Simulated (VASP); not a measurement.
All values below come from LDA (Ceperley-Alder, Perdew-Zunger), VASP's LDA PAW potentials (set 64) (plane waves; VASP).

Input for VASP

KPOINTS:
```
Automatic
0
gamma
  5 3 1
0 0 0
```

File POSCAR:
```
Hf
1
    5.3771810000     0.0000000000     0.0000000000
    0.0000000000     9.9888050000     0.0000000000
    0.0000000000     0.0000000000    20.3644000000
Hf
20
Direct
  0.9166670000   0.0000000000   0.3437370000
  0.9166670000   0.5000000000   0.3437370000
  0.2500000000   0.7500000000   0.3437370000
  0.5833330000   0.2500000000   0.3437370000
  0.4166670000   0.0000000000   0.4218690000
  0.4166670000   0.5000000000   0.4218690000
  0.7500000000   0.7500000000   0.4218690000
  0.0833330000   0.2500000000   0.4218690000
  0.9166670000   0.0000000000   0.5000000000
  0.9166670000   0.5000000000   0.5000000000
  0.2500000000   0.7500000000   0.5000000000
  0.5833330000   0.2500000000   0.5000000000
  0.4166670000   0.0000000000   0.5781310000
  0.4166670000   0.5000000000   0.5781310000
  0.7500000000   0.7500000000   0.5781310000
  0.0833330000   0.2500000000   0.5781310000
  0.9166670000   0.0000000000   0.6562630000
  0.9166670000   0.5000000000   0.6562630000
  0.2500000000   0.7500000000   0.6562630000
  0.5833330000   0.2500000000   0.6562630000
```

INCAR:
```
SIGMA=0.1
ISMEAR=0   ! Gaussian
LCHARG=.FALSE.
PREC=Accurate
LASPH=.TRUE.   ! aspherical one-centre terms
LMAXMIX=6   ! l cut-off of mixed one-centre charges
EDIFF=1E-6   ! SCF stop (eV)
SYSTEM=Hf
ALGO=Normal
NELM=100   ! most electronic steps
ISIF=2
LREAL=Auto
LWAVE=.FALSE.
ENCUT=300   ! plane-wave cut-off (eV)
```

POTCAR, in this order: Hf_pv (LDA.64 set). Program: vasp_std.

Output of the run:

**OSZICAR**
```
       N       E                     dE             d eps       ncg     rms          rms(c)
DAV:   1     0.746960549121E+03    0.74696E+03   -0.88165E+04  1936   0.935E+02
DAV:   2    -0.144119621550E+03   -0.89108E+03   -0.86539E+03  1672   0.273E+02
DAV:   3    -0.214220848181E+03   -0.70101E+02   -0.67102E+02  1944   0.552E+01
DAV:   4    -0.218196101909E+03   -0.39753E+01   -0.37899E+01  1976   0.119E+01
DAV:   5    -0.218448209563E+03   -0.25211E+00   -0.24577E+00  1984   0.241E+00    0.212E+02
DAV:   6    -0.211973922233E+03    0.64743E+01   -0.18706E+02  1912   0.247E+01    0.785E+01
DAV:   7    -0.237092327635E+03   -0.25118E+02   -0.45939E+02  1856   0.292E+01    0.111E+02
DAV:   8    -0.200322960975E+03    0.36769E+02   -0.14147E+02  1928   0.178E+01    0.509E+01
DAV:   9    -0.198828023581E+03    0.14949E+01   -0.16587E+01  2024   0.753E+00    0.311E+01
DAV:  10    -0.198550243491E+03    0.27778E+00   -0.13434E+00  2032   0.270E+00    0.221E+01
DAV:  11    -0.198354815663E+03    0.19543E+00   -0.26234E-01  1992   0.117E+00    0.149E+01
DAV:  12    -0.198158600394E+03    0.19622E+00   -0.59461E-01  2056   0.176E+00    0.367E+00
DAV:  13    -0.198153186243E+03    0.54142E-02   -0.11644E-01  2008   0.818E-01    0.180E+00
DAV:  14    -0.198151949453E+03    0.12368E-02   -0.26388E-02  1912   0.383E-01    0.821E-01
DAV:  15    -0.198152965499E+03   -0.10160E-02   -0.56210E-03  2056   0.184E-01    0.586E-01
DAV:  16    -0.198153675080E+03   -0.70958E-03   -0.21124E-03  1936   0.901E-02    0.233E-01
DAV:  17    -0.198154358766E+03   -0.68369E-03   -0.59625E-04  1768   0.562E-02    0.110E-01
DAV:  18    -0.198154800729E+03   -0.44196E-03   -0.20190E-04  1784   0.304E-02    0.600E-02
DAV:  19    -0.198155070522E+03   -0.26979E-03   -0.77545E-05  1704   0.159E-02    0.495E-02
DAV:  20    -0.198155402601E+03   -0.33208E-03   -0.63743E-05  1400   0.992E-03    0.192E-02
DAV:  21    -0.198155733751E+03   -0.33115E-03   -0.10828E-04  1440   0.133E-02    0.178E-02
DAV:  22    -0.198155954923E+03   -0.22117E-03   -0.28753E-05  1480   0.716E-03    0.153E-02
DAV:  23    -0.198156136766E+03   -0.18184E-03   -0.63111E-06  1304   0.401E-03    0.127E-02
DAV:  24    -0.198156360414E+03   -0.22365E-03   -0.10812E-05  1224   0.425E-03    0.515E-03
DAV:  25    -0.198156428588E+03   -0.68174E-04   -0.26818E-06  1280   0.183E-03    0.501E-03
DAV:  26    -0.198156472609E+03   -0.44021E-04   -0.14683E-06  1056   0.166E-03    0.207E-03
DAV:  27    -0.198156508901E+03   -0.36292E-04   -0.39616E-06  1136   0.176E-03    0.995E-04
DAV:  28    -0.198156509783E+03   -0.88174E-06   -0.19207E-07  1072   0.613E-04
   1 F= -.19815651E+03 E0= -.19810122E+03  d E =-.110577E+00
```

OUTCAR:
```
------------------------ aborting loop because EDIFF is reached ----------------------------------------
  FORCE on cell =-STRESS in cart. coord.  units (eV):
  Direction    XX          YY          ZZ          XY          YZ          ZX
  --------------------------------------------------------------------------------------
  Total      -27.5702826    -22.0133243    -25.7336526     -0.0000000      0.0000000      0.0000000
  in kB      -40.3842471    -32.2445563    -37.6939984     -0.0000000      0.0000000      0.0000000
  external PRESSURE =     -36.7742672 kB  Pullay stress =       0.0000000 kB
  volume of cell :     1093.80
      direct lattice vectors                 reciprocal lattice vectors
     5.377181000  0.000000000  0.000000000     0.185971051  0.000000000  0.000000000
     0.000000000  9.988805000  0.000000000     0.000000000  0.100112075  0.000000000
     0.000000000  0.000000000 20.364400000     0.000000000  0.000000000  0.049105301
 POSITION                                       TOTAL-FORCE (eV/Angst)
 -----------------------------------------------------------------------------------
      4.92908      0.00000      7.00000         0.000000     -0.000000      1.155906
      4.92908      4.99440      7.00000         0.000000     -0.000000      1.155906
      1.34430      7.49160      7.00000         0.779877     -0.000000      1.069928
      3.13669      2.49720      7.00000        -0.779877     -0.000000      1.069928
      2.24049      0.00000      8.59111        -0.000000      0.000000     -0.352252
      2.24049      4.99440      8.59111        -0.000000      0.000000     -0.352252
      4.03289      7.49160      8.59111        -0.285945     -0.000000     -0.224322
      0.44810      2.49720      8.59111         0.285945     -0.000000     -0.224322
      4.92908      0.00000     10.18220         0.000000     -0.000000     -0.000000
      4.92908      4.99440     10.18220         0.000000     -0.000000     -0.000000
      1.34430      7.49160     10.18220         0.311820     -0.000000     -0.000000
      3.13669      2.49720     10.18220        -0.311820     -0.000000     -0.000000
      2.24049      0.00000     11.77329        -0.000000      0.000000      0.352252
      2.24049      4.99440     11.77329        -0.000000      0.000000      0.352252
      4.03289      7.49160     11.77329        -0.285945     -0.000000      0.224322
      0.44810      2.49720     11.77329         0.285945     -0.000000      0.224322
      4.92908      0.00000     13.36440         0.000000     -0.000000     -1.155906
      4.92908      4.99440     13.36440         0.000000     -0.000000     -1.155906
      1.34430      7.49160     13.36440         0.779877     -0.000000     -1.069928
      3.13669      2.49720     13.36440        -0.779877     -0.000000     -1.069928
 -----------------------------------------------------------------------------------
    total drift:                                0.007974      0.000000      0.000000
  FREE ENERGIE OF THE ION-ELECTRON SYSTEM (eV)
  ---------------------------------------------------
  free  energy   TOTEN  =      -198.1565097825 eV

  energy  without entropy=     -198.0459328051  energy(sigma->0) =     -198.10122129
```
(Selected blocks of OUTCAR.)

At this cut-off the stress carries a Pulay error, which pulls relaxed volumes low. The cell holds a wide vacuum, so values per volume refer to the whole cell.

The cell is a sheet with vacuum, built from a generated structure.
